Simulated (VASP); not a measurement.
Computed with LDA (Ceperley-Alder, Perdew-Zunger), VASP's LDA PAW potentials (set 64) (plane waves; VASP).

A VASP calculation is set up with these files.

**INCAR**
```
! general
SYSTEM  = LiF
PREC    = Accurate
ENCUT   = 620   ! plane-wave cut-off (eV)
LREAL   = .FALSE.   ! projection in real space or not
LASPH   = .TRUE.   ! aspherical one-centre terms

! electronic loop
EDIFF   = 1E-6
NELM    = 100
ALGO    = Normal   ! blocked Davidson

! smearing
ISMEAR  = 0   ! Gaussian
SIGMA   = 0.05   ! width (eV)

! ions
IBRION  = 2
NSW     = 40
ISIF    = 3
EDIFFG  = -0.02   ! ionic stop
PSTRESS = 100

! output
LWAVE   = .FALSE.
LCHARG  = .FALSE.
```

**POSCAR**
```
LiF
1
   -0.0000000000     1.8899646123     1.8899646123
    1.8899646123     0.0000000000     1.8899646123
    1.8899646123     1.8899646123    -0.0000000000
Li F
1 1
Direct
  0.0000000000   0.0000000000   0.0000000000
  0.5000000000   0.5000000000   0.5000000000
```

### KPOINTS
```
Automatic mesh
0
Gamma
12 12 12
0 0 0
```

POTCAR, in this order: Li_sv F (LDA.64 set). Program: vasp_std.

Task: What will the output report for the number of irreducible k-points (NKPTS), largest plane-wave count, number of space-group operations, FFT grid (NGX, NGY, NGZ)?

Result: 
```yaml
number of irreducible k-points (NKPTS): 72
largest_plane_wave_count: 495
number_of_space_group_operations: 48
FFT grid (NGX, NGY, NGZ): 24 × 24 × 24
```

The compound is LiF in the rock salt structure. It was relaxed first under an external pressure of 10 GPa.
